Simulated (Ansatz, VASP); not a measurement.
# YTlS3 in VASP and in Ansatz

```
Y Tl S
1.0
     5.31517    0.00000    0.00000
     0.00000    5.31517    0.00000
     0.00000    0.00000    5.31517
Y Tl S
1 1 3
Cartesian
  0.0000 0.0000 0.0000
  2.6576 2.6576 2.6576
  2.6576 0.0000 0.0000
  0.0000 2.6576 0.0000
  0.0000 0.0000 2.6576
```

The cell was built by a generator and needn't be a form met in nature.

Alike in both runs: task single point; functional PBE; k mesh 8 × 8 × 8; occupations gaussian, width 0.1 eV; no spin polarisation.

|  | VASP | Ansatz |
| --- | --- | --- |
| version | VASP 6.6.1 | Ansatz 0.2.0 |
| potentials or method | VASP PAW PBE potentials, release 64 (Y_sv, Tl_d, S) | scalar-relativistic, plane waves, PAW |
| plane-wave cutoff (eV) | 520 | 420 |
| valence electrons in the cell | 42 | 42 |

Ansatz gave:

```
gap on the k mesh at the Fermi level (eV) : none
pressure (GPa)                            : 0.0
```

Question: Which values does VASP return?

Answer: gap on the k mesh at the Fermi level (eV): none; pressure (GPa): -0.1.

A gap of «none» marks a metal or a gap that the smearing closes.

Spin-orbit coupling is left out, which matters for the levels of Tl.
